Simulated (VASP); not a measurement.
An input for Ansatz (written as the equivalent of a VASP run, and not itself run):

Ansatz 0.2 input:
```yaml
crystal:
  lattice:
    - [3.8082373, 0.0000000, 0.0000000]
    - [0.0000000, 3.8082373, 0.0000000]
    - [0.0000000, 0.0000000, 3.8082373]
  atoms:
    - { symbol: W, position: [0.0000000, 0.0000000, 0.0000000] }
    - { symbol: O, position: [0.0000000, 0.0000000, 0.5000000] }
    - { symbol: O, position: [0.5000000, 0.0000000, 0.0000000] }
    - { symbol: O, position: [0.0000000, 0.5000000, 0.0000000] }
kpoints:
  mp_grid: { grid: [7, 7, 7] }
hamiltonian:
  xc: pbesol
  pseudopotentials: { kind: paw }
scf:
  occupations: { method: tetrahedron }
  max_iter: 100
output: { forces: true, stress: true, eigenvalues: true }
```

**Question.** Write the VASP files for the same calculation (PBEsol).

**Answer.** This is not unique; one that fits is 
INCAR:
```
GGA = PS   # PBEsol
NELM = 100
LASPH = T
ALGO = Normal
ENCUT = 520
EDIFF = 1E-7
LORBIT = 11
LCHARG = T
NEDOS = 601   # DOS grid
LWAVE = F
LMAXMIX = 6   # l cut-off of mixed one-centre charges
ISIF = 2
LREAL = F   # projection in real space or not
PREC = Accurate
ISMEAR = -5
SYSTEM = WO3
```

### KPOINTS
```
Automatic mesh
0
Gamma
7 7 7
0 0 0
```

POSCAR:
```
WO3
1
    3.8082372614    -0.0000000000    -0.0000000000
   -0.0000000000     3.8082372614    -0.0000000000
    0.0000000000     0.0000000000     3.8082372614
W O
1 3
Direct
  0.0000000000   0.0000000000   0.0000000000
  0.0000000000   0.0000000000   0.5000000000
  0.5000000000   0.0000000000   0.0000000000
  0.0000000000   0.5000000000   0.0000000000
```

POTCAR, in this order: W_sv O (PBE.64 set). Program: vasp_std.

What does not carry over: each code has its own PAW files, so the cut-off isn't converted (ENCUT is set for VASP's; basis.ecutwfc is left out, and Ansatz then takes the one that its files recommend); Ansatz stops its SCF on the density residual and VASP on the energy change (EDIFF).

The structure comes from a computed database's WO3 entry (Pm-3m); how it stands against other phases isn't given here. It was relaxed first.
